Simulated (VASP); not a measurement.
A convergence study with VASP on ZnS (zinc blende): one setting is varied, all else stays as given below, so the limit is that of these other settings.

```
CELL_PARAMETERS angstrom
      0.00000     2.70500     2.70500
      2.70500     0.00000     2.70500
      2.70500     2.70500     0.00000
ATOMIC_POSITIONS crystal
  Zn 0.00000 0.00000 0.00000
  S  0.25000 0.25000 0.25000
```

Computed with PBE GGA, VASP's PBE PAW potentials (set 64) (plane waves; VASP 6.6.1). The tightest run used: 550 eV cut-off, 13×13×13 Monkhorst-Pack mesh, Gaussian smearing of 0.050 eV, potentials Zn S.

| setting | E (eV/atom) | pressure (GPa) | irreducible k-points |
|---|---|---|---|
| 1×1×1 mesh | 2.8786 | 51.86 | 1 |
| 2×2×2 mesh | -3.4031 | 1.82 | 2 |
| 3×3×3 mesh | -3.3153 | 2.77 | 4 |
| 4×4×4 mesh | -3.4243 | 1.51 | 10 |
| 5×5×5 mesh | -3.4186 | 1.58 | 10 |

Problem. These are the cheaper rows. Estimate the results at 13×13×13 mesh, and how far the last row shown lies from them.

Solution. 
```tsv
quantity	tightest run	last row shown is off by
E (eV/atom)	-3.4244	0.0057
pressure (GPa)	1.51	0.08
```

Left out are rungs that failed or repeat a setting and relaxations that didn't move; long series are thinned to 24 rows.

The compound is ZnS in the zinc blende structure. The cell was not relaxed at this level.
